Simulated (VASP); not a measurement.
Consider the following.

```yaml
crystal:
  lattice:
    - [4.48517, 0.00000, 0.00000]
    - [0.00000, 4.48517, 0.00000]
    - [0.00000, 0.00000, 2.99600]
  atoms:
    - { symbol: Mg, position: [0.00000, 0.00000, 0.00000] }
    - { symbol: Mg, position: [0.50000, 0.50000, 0.50000] }
    - { symbol: H, position: [0.30430, 0.30430, 0.00000] }
    - { symbol: H, position: [0.80430, 0.19570, 0.50000] }
    - { symbol: H, position: [0.19570, 0.80430, 0.50000] }
    - { symbol: H, position: [0.69570, 0.69570, 0.00000] }
```

Method: optB88-vdW, VASP's PBE PAW potentials (set 64) (plane waves; VASP). Run with 520 eV cut-off, Gaussian smearing of 0.050 eV, potentials Mg H.

Task: Give the energies of bands 1 to 7 at the high-symmetry points, in eV from the valence-band maximum.

Result: 
| band | Γ | X | M | Z | R | A |
|---|---|---|---|---|---|---|
| 1 | -6.37 | -4.75 | -3.69 | -2.95 | -2.22 | -1.85 |
| 2 | -1.42 | -4.75 | -3.69 | -2.95 | -2.22 | -1.85 |
| 3 | -1.42 | -0.50 | -2.67 | -0.09 | -1.05 | -0.93 |
| 4 | -0.39 | -0.50 | -2.67 | -0.09 | -1.05 | -0.93 |
| 5 | 5.01 | 5.65 | 9.31 | 6.59 | 5.42 | 4.14 |
| 6 | 5.28 | 5.65 | 9.31 | 6.59 | 5.42 | 4.14 |
| 7 | 9.46 | 10.36 | 9.44 | 7.13 | 7.08 | 4.47 |

The gap is indirect, 4.00 eV, from the valence maximum at M-Γ at 0.67 to the conduction minimum at A-Z at 0.22.

The compound is MgH2 in the rutile structure. It was relaxed first.
